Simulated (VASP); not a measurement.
These are G0W0 on PBE orbitals, VASP's PBE PAW potentials (set 64) (plane waves; VASP) values and carry that method's errors.

Input for VASP

File KPOINTS:
```
Regular mesh
0
G
 4 4 2
```

### POSCAR
```
SnSe2
1
    3.8419000000     0.0000000000     0.0000000000
   -1.9209500000     3.3271830000     0.0000000000
    0.0000000000     0.0000000000     6.4858800000
Sn Se
1 2
Direct
  0.0000000000   0.0000000000   0.0000000000
  0.6666670000   0.3333330000   0.7571000000
  0.3333330000   0.6666670000   0.2429000000
```

INCAR:
```
SYSTEM = SnSe2
PREC = Normal; ENCUT = 500; LREAL = .FALSE.
LASPH = .TRUE.; NBANDS = 132
ALGO = EVGW0
ISMEAR = 0; SIGMA = 0.01
GGA = PE
LWAVE = .FALSE.; LCHARG = .FALSE.
NELMGW = 1; NOMEGA = 64; ENCUTGW = 170
NBANDSGW = 21; LSPECTRALGW = .TRUE.
```

POTCAR, in this order: Sn_d_GW Se_GW (PBE.64 set). Program: vasp_std. Read from the step before: WAVECAR, WAVEDER.

The run wrote:

File OSZICAR:
```
energies w=
    0.000    0.000    0.348    0.000    0.694    0.000    1.039    0.000
    1.382    0.000    1.722    0.000    2.058    0.000    2.391    0.000
    2.719    0.000    3.043    0.000    3.362    0.000    3.677    0.000
    3.987    0.000    4.293    0.000    4.595    0.000    4.894    0.000
    5.190    0.000    5.483    0.000    5.774    0.000    6.064    0.000
    6.352    0.000    6.640    0.000    6.929    0.000    7.218    0.000
    7.509    0.000    7.803    0.000    8.100    0.000    8.401    0.000
    8.708    0.000    9.020    0.000    9.340    0.000    9.669    0.000
   10.007    0.000   10.357    0.000   10.720    0.000   11.098    0.000
   11.494    0.000   11.909    0.000   12.346    0.000   12.809    0.000
   13.300    0.000   13.826    0.000   14.390    0.000   14.999    0.000
   15.660    0.000   16.382    0.000   17.176    0.000   18.054    0.000
   19.032    0.000   20.132    0.000   21.380    0.000   22.809    0.000
   24.464    0.000   26.405    0.000   28.714    0.000   31.509    0.000
   34.961    0.000   39.330    0.000   45.034    0.000   52.786    0.000
   63.912    0.000   81.195    0.000  111.624    0.000  179.180    0.000
NQ=   1    0.0000    0.0000    0.0000,
 performed        143000 updates of chi_q(r,r)
NQ=   2    0.2500    0.0000    0.0000,
 performed        419000 updates of chi_q(r,r)
NQ=   3    0.5000    0.0000    0.0000,
 performed        628000 updates of chi_q(r,r)
NQ=   4    0.2500    0.2500    0.0000,
 performed        904000 updates of chi_q(r,r)
NQ=   5    0.0000    0.0000    0.5000,
 performed       1047000 updates of chi_q(r,r)
NQ=   6    0.2500    0.0000    0.5000,
 performed       1323000 updates of chi_q(r,r)
NQ=   7    0.5000    0.0000    0.5000,
 performed       1532000 updates of chi_q(r,r)
NQ=   8    0.2500    0.2500    0.5000,
 performed       1808000 updates of chi_q(r,r)
 resolving degeneracies of screened two electron integrals
```

### OUTCAR
```


 k-point   1 :       0.0000    0.0000    0.0000
  band No.  KS-energies  QP-energies   sigma(KS)   V_xc(KS)     V^pw_x(r,r')   Z            occupation Imag(sigma)

      1     -18.5631     -20.7490     -20.6177     -17.4863     -27.1496       0.6981       2.0000       0.2692
      2     -18.5631     -20.7490     -20.6177     -17.4863     -27.1496       0.6981       2.0000       0.2692
      3     -18.5354     -20.6840     -20.5694     -17.4655     -27.0337       0.6922       2.0000       0.2149
      4     -18.5215     -20.6916     -20.6095     -17.4970     -27.0800       0.6972       2.0000       0.2194
      5     -18.5215     -20.6916     -20.6095     -17.4970     -27.0800       0.6972       2.0000       0.2194
      6     -10.9646     -11.0081     -12.1395     -12.0690     -19.6323       0.6176       2.0000       1.3977
      7      -9.4494      -9.4694     -12.7504     -12.7169     -19.7483       0.5962       2.0000       1.0662
      8      -3.2647      -3.7043     -11.9641     -11.3297     -15.4733       0.6930       2.0000       0.4925
      9       2.1133       1.7399     -12.6776     -12.1623     -14.5718       0.7245       2.0000       0.0914
     10       2.1133       1.7399     -12.6776     -12.1623     -14.5718       0.7245       2.0000       0.0914
     11       2.3853       2.0039     -12.6826     -12.1526     -14.6724       0.7196       2.0000       0.0910
     12       2.4349       2.1040     -12.6549     -12.1930     -14.4136       0.7164       2.0000       0.0890
     13       2.4349       2.1040     -12.6549     -12.1930     -14.4136       0.7164       2.0000       0.0890
     14       3.6811       4.0478     -10.5758     -11.0586      -7.5737       0.7597       0.0000      -0.0567
     15       5.7027       6.0366      -9.5183      -9.9544      -5.6721       0.7656       0.0000      -0.0871
     16       7.2638       7.7139     -10.3247     -10.9207      -6.1498       0.7553       0.0000      -0.1502
     17       7.2638       7.7139     -10.3247     -10.9207      -6.1498       0.7553       0.0000      -0.1502
     18      10.3949      10.5719      -8.4913      -8.7216      -3.9574       0.7686       0.0000      -0.1866
     19      11.5870      11.8783      -9.3482      -9.7292      -4.6097       0.7648       0.0000      -0.2508
     20      11.5870      11.8783      -9.3482      -9.7292      -4.6097       0.7648       0.0000      -0.2508
     21      11.8475      12.0594      -8.9749      -9.2562      -4.0147       0.7535       0.0000      -0.3489

 k-point   2 :       0.2500    0.0000    0.0000
  band No.  KS-energies  QP-energies   sigma(KS)   V_xc(KS)     V^pw_x(r,r')   Z            occupation Imag(sigma)

      1     -18.5865     -20.7620     -20.5754     -17.4602     -27.1498       0.6984       2.0000       0.2986
      2     -18.5493     -20.7527     -20.6499     -17.5072     -27.1922       0.7011       2.0000       0.2789
      3     -18.5337     -20.6904     -20.5787     -17.4755     -27.0476       0.6950       2.0000       0.2183
      4     -18.5187     -20.6775     -20.5924     -17.4855     -27.0510       0.6948       2.0000       0.2143
      5     -18.5155     -20.6803     -20.6004     -17.4960     -27.0568       0.6973       2.0000       0.2121
      6     -10.3983     -10.4489     -12.3376     -12.2542     -19.6096       0.6062       2.0000       1.2520
      7      -9.1242      -9.1870     -13.0233     -12.9212     -19.8183       0.6152       2.0000       1.0303
      8      -3.4284      -3.8203     -12.2688     -11.7084     -15.6221       0.6992       2.0000       0.4177
      9      -0.6387      -1.1316     -11.4922     -10.8312     -14.2329       0.7457       2.0000       0.3574
     10       0.5109       0.0995     -11.6945     -11.1192     -14.0229       0.7152       2.0000       0.2092
     11       0.9367       0.5461     -12.2019     -11.6538     -14.4239       0.7127       2.0000       0.1564
     12       2.3327       1.9479     -12.5244     -11.9879     -14.4427       0.7172       2.0000       0.0905
     13       2.5717       2.2306     -12.7243     -12.2510     -14.4476       0.7207       2.0000       0.0824
     14       4.5562       4.9374     -11.0072     -11.5219      -7.7887       0.7405       0.0000      -0.0803
     15       6.5323       6.8826      -9.7067     -10.1657      -5.8177       0.7632       0.0000      -0.1032
     16       8.0170       8.4858     -10.4566     -11.0905      -6.1348       0.7396       0.0000      -0.1734
     17       8.2115       8.6088     -10.0814     -10.6132      -5.8032       0.7470       0.0000      -0.1701
     18       9.2838       9.4850      -8.9332      -9.1986      -4.5213       0.7584       0.0000      -0.1586
     19      11.0117      11.1221      -8.4482      -8.5934      -3.8614       0.7609       0.0000      -0.2053
     20      11.7991      11.8945      -8.2736      -8.3997      -3.5918       0.7565       0.0000      -0.2644
     21      12.4228      12.6947      -9.0261      -9.3849      -4.1504       0.7575       0.0000      -0.2712

 k-point   3 :       0.5000    0.0000    0.0000
  band No.  KS-energies  QP-energies   sigma(KS)   V_xc(KS)     V^pw_x(r,r')   Z            occupation Imag(sigma)

      1     -18.6128     -20.7646     -20.5211     -17.4279     -27.1343       0.6956       2.0000       0.3233
      2     -18.5455     -20.7553     -20.6515     -17.5069     -27.1888       0.7027       2.0000       0.2799
      3     -18.5424     -20.6917     -20.5623     -17.4631     -27.0315       0.6935       2.0000       0.2187
      4     -18.5025     -20.6697     -20.6116     -17.5029     -27.0676       0.6971       2.0000       0.2136
      5     -18.4994     -20.6760     -20.6223     -17.5166     -27.0797       0.7009       2.0000       0.2141
      6      -9.4348      -9.4788     -12.8129     -12.7403     -19.7504       0.6061       2.0000       1.0778
      7      -8.9778      -9.1008     -13.2056     -13.0097     -19.8165       0.6278       2.0000       0.9960
      8      -4.3649      -4.8546     -12.1593     -11.4636     -15.7641       0.7040       2.0000       0.4688
      9      -1.6366      -2.1684     -11.4853     -10.7695     -14.5039       0.7430       2.0000       0.4494
     10      -0.0081      -0.4604     -11.5968     -10.9673     -14.3151       0.7186       2.0000       0.2836
     11       0.2805      -0.1307     -12.0341     -11.4609     -14.4852       0.7175       2.0000       0.2146
     12       1.6318       1.2404     -11.6179     -11.0688     -13.5316       0.7128       2.0000       0.1207
     13       2.3770       2.0212     -12.6310     -12.1336     -14.4395       0.7154       2.0000       0.0902
     14       3.7010       3.9790     -10.9129     -11.2860      -8.0985       0.7452       0.0000      -0.0574
     15       6.4556       6.7507      -9.3697      -9.7551      -5.4898       0.7655       0.0000      -0.1007
     16       8.1135       8.5373     -10.1536     -10.7248      -5.8838       0.7418       0.0000      -0.1742
     17       8.1871       8.2822      -8.5064      -8.6308      -4.4456       0.7648       0.0000      -0.1125
     18       9.3070       9.7926     -10.5764     -11.2158      -5.9562       0.7594       0.0000      -0.2823
     19      12.2205      12.2896      -8.3972      -8.4889      -3.6115       0.7533       0.0000      -0.2936
     20      12.7587      12.8547      -8.2558      -8.3833      -3.4670       0.7532       0.0000      -0.2728
     21      14.4587      14.4035      -7.5247      -7.4536      -2.3040       0.7761       0.0000      -0.4442

 k-point   4 :       0.2500    0.2500    0.0000
  band No.  KS-energies  QP-energies   sigma(KS)   V_xc(KS)     V^pw_x(r,r')   Z            occupation Imag(sigma)

      1     -18.5934     -20.7596     -20.5573     -17.4520     -27.1564       0.6976       2.0000       0.3146
      2     -18.5612     -20.7542     -20.6195     -17.4894     -27.1802       0.7006       2.0000       0.2930
      3     -18.5291     -20.6881     -20.5789     -17.4779     -27.0407       0.6962       2.0000       0.2154
      4     -18.5179     -20.6779     -20.5936     -17.4893     -27.0519       0.6958       2.0000       0.2135
      5     -18.5015     -20.6731     -20.6150     -17.5074     -27.0713       0.6988       2.0000       0.2142
      6      -9.5201      -9.5925     -12.7911     -12.6722     -19.7044       0.6091       2.0000       1.0838
      7      -8.8873      -8.9711     -13.2289     -13.0950     -19.8890       0.6257       2.0000       0.9960
      8      -4.2449      -4.7139     -12.1869     -11.5274     -15.7039       0.7113       2.0000       0.4433
      9      -1.1532      -1.6732     -11.5038     -10.8034     -14.3618       0.7425       2.0000       0.3883
     10      -0.7165      -1.1884     -11.6188     -10.9871     -14.3735       0.7470       2.0000       0.3621
     11       0.2842      -0.1404     -11.9337     -11.3489     -14.3306       0.7260       2.0000       0.2227
     12       1.0236       0.6019     -11.5021     -10.9074     -13.6987       0.7090       2.0000       0.1790
     13       1.9876       1.5844     -12.1447     -11.5773     -14.1322       0.7106       2.0000       0.1055
     14       4.3396       4.6822     -10.8611     -11.3241      -7.8237       0.7401       0.0000      -0.0700
     15       8.2132       8.6285     -10.2652     -10.8257      -5.9358       0.7410       0.0000      -0.1835
     16       8.5488       9.0013     -10.4060     -11.0174      -6.0294       0.7400       0.0000      -0.1874
     17       8.9336       9.3870     -10.5292     -11.1473      -5.9691       0.7336       0.0000      -0.2261
     18       9.6414       9.7389      -8.3933      -8.5205      -4.0459       0.7667       0.0000      -0.1580
     19      10.1373      10.3631      -9.1279      -9.4268      -4.5515       0.7550       0.0000      -0.1835
     20      11.9847      12.0866      -8.6328      -8.7680      -4.0084       0.7537       0.0000      -0.2695
     21      13.8733      13.9831      -8.4416      -8.5880      -3.2919       0.7494       0.0000      -0.3773

 k-point   5 :       0.0000    0.0000    0.5000
  band No.  KS-energies  QP-energies   sigma(KS)   V_xc(KS)     V^pw_x(r,r')   Z            occupation Imag(sigma)

      1     -18.5631     -20.7450     -20.6184     -17.4864     -27.1498       0.6966       2.0000       0.2694
      2     -18.5631     -20.7450     -20.6184     -17.4864     -27.1498       0.6966       2.0000       0.2694
      3     -18.5354     -20.6887     -20.5697     -17.4657     -27.0338       0.6937       2.0000       0.2149
      4     -18.5215     -20.6870     -20.6094     -17.4970     -27.0799       0.6958       2.0000       0.2194
      5     -18.5215     -20.6870     -20.6094     -17.4970     -27.0799       0.6958       2.0000       0.2194
...
```
(Selected blocks of OUTCAR.)

The mesh is coarse and the basis finite, so the quasiparticle values are not converged.

The structure comes from a computed database's SnSe2 entry (P-3m1); how it stands against other phases isn't given here. The cell was not relaxed at this level. The k-mesh is coarse (spacing up to 0.48 per Å, 2π included), so the numbers may not be converged in it.
